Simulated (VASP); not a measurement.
Consider the following.

```
CELL_PARAMETERS angstrom
      4.14846     0.00000     0.00000
      0.00000     4.14846     0.00000
      0.00000     0.00000     5.89546
ATOMIC_POSITIONS crystal
  In 0.00000 0.00000 0.50000
  Ga 0.50000 0.50000 0.00000
  As 0.50000 0.00000 0.76988
  As 0.00000 0.50000 0.23012
```

The numbers are results of PBEsol GGA, VASP's PBE PAW potentials (set 64) (plane waves; VASP), not measurements. Settings: 400 eV cut-off, Gaussian smearing of 0.050 eV, potentials In_d Ga_d As.

### Question
Give the energies of bands 13 to 21 at the high-symmetry points, in eV from the Fermi level.

### Answer

| band | Γ | X | M | Z | R | A |
|---|---|---|---|---|---|---|
| 13 | -6.35 | -5.62 | -6.82 | -4.01 | -6.38 | -6.73 |
| 14 | -2.56 | -5.05 | -5.87 | -3.96 | -6.04 | -5.61 |
| 15 | -2.56 | -3.26 | -2.67 | -1.92 | -1.44 | -3.32 |
| 16 | -0.17 | -2.98 | -2.51 | -1.92 | -1.11 | -3.20 |
| 17 | -0.17 | -1.48 | -2.51 | -1.24 | -1.08 | -3.12 |
| 18 | 0.00 | -0.86 | -2.34 | -1.24 | -0.77 | -3.12 |
| 19 | 0.00 | 2.00 | 1.37 | 1.82 | 0.54 | 4.22 |
| 20 | 1.46 | 3.06 | 1.37 | 1.91 | 1.04 | 4.29 |
| 21 | 1.76 | 4.79 | 1.56 | 2.75 | 4.22 | 4.36 |

It has no gap at this level: it comes out as a metal or semimetal.

The structure comes from a computed database's InGaAs2 entry (P-4m2); how it stands against other phases isn't given here. It was relaxed first.
